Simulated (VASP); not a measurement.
A convergence study with VASP on CuZn (CsCl type): one setting is varied, all else stays as given below, so the limit is that of these other settings.

```xyz
2
Lattice="2.9500 0.0000 0.0000 0.0000 2.9500 0.0000 0.0000 0.0000 2.9500" Properties=species:S:1:pos:R:3 pbc="T T T"
Zn     1.4750     1.4750     1.4750
Cu     0.0000     0.0000     0.0000
```

Level of theory: PBE GGA, VASP's PBE PAW potentials (set 64) (plane waves; VASP). The tightest run used: 550 eV cut-off, 22×22×22 Γ-centred mesh, tetrahedra with Blöchl corrections, potentials Zn Cu.

Problem. The settings run are 3×3×3 mesh; 4×4×4 mesh; 5×5×5 mesh; 6×6×6 mesh; 7×7×7 mesh; 8×8×8 mesh; 9×9×9 mesh; 10×10×10 mesh; 11×11×11 mesh; 12×12×12 mesh; 13×13×13 mesh; 14×14×14 mesh; 15×15×15 mesh; 16×16×16 mesh; 17×17×17 mesh; 18×18×18 mesh; 19×19×19 mesh; 20×20×20 mesh; 21×21×21 mesh; 22×22×22 mesh. From which on does the stress (every component) stay within 0.5 GPa of the tightest run?

Solution. From 5×5×5 mesh on: it is off by 0.03 there and by no more than 0.5 in any finer run, while 4×4×4 mesh is off by 1.36.
| setting | E (eV/atom) | pressure (GPa) | irreducible k-points | difference judged (GPa) |
|---|---|---|---|---|
| 3×3×3 mesh | -2.4695 | 0.90 | 4 | 1.31 |
| 4×4×4 mesh | -2.5375 | 0.86 | 10 | 1.36 |
| 5×5×5 mesh | -2.5299 | 2.18 | 10 | 0.03 |
| 6×6×6 mesh | -2.5143 | 2.01 | 20 | 0.21 |
| 7×7×7 mesh | -2.5081 | 2.20 | 20 | 0.02 |
| 8×8×8 mesh | -2.5080 | 2.13 | 35 | 0.09 |
| 9×9×9 mesh | -2.5044 | 2.23 | 35 | 0.01 |
| 10×10×10 mesh | -2.5045 | 2.20 | 56 | 0.02 |
| 11×11×11 mesh | -2.5058 | 2.20 | 56 | 0.01 |
| 12×12×12 mesh | -2.5051 | 2.19 | 84 | 0.02 |
| 13×13×13 mesh | -2.5048 | 2.20 | 84 | 0.01 |
| 14×14×14 mesh | -2.5047 | 2.20 | 120 | 0.01 |
| 15×15×15 mesh | -2.5052 | 2.23 | 120 | 0.01 |
| 16×16×16 mesh | -2.5053 | 2.21 | 165 | 0.01 |
| 17×17×17 mesh | -2.5049 | 2.21 | 165 | 0.01 |
| 18×18×18 mesh | -2.5050 | 2.23 | 220 | 0.01 |
| 19×19×19 mesh | -2.5051 | 2.22 | 220 | 0.00 |
| 20×20×20 mesh | -2.5049 | 2.28 | 286 | 0.06 |
| 21×21×21 mesh | -2.5051 | 2.22 | 286 | 0.01 |
| 22×22×22 mesh | -2.5052 | 2.22 | 364 | 0.00 |

Left out are rungs that failed or repeat a setting and relaxations that didn't move; long series are thinned to 24 rows.

The compound is CuZn in the CsCl type structure. The cell was not relaxed at this level. The electron count is odd and the run is not spin-polarised, which forces a metal.
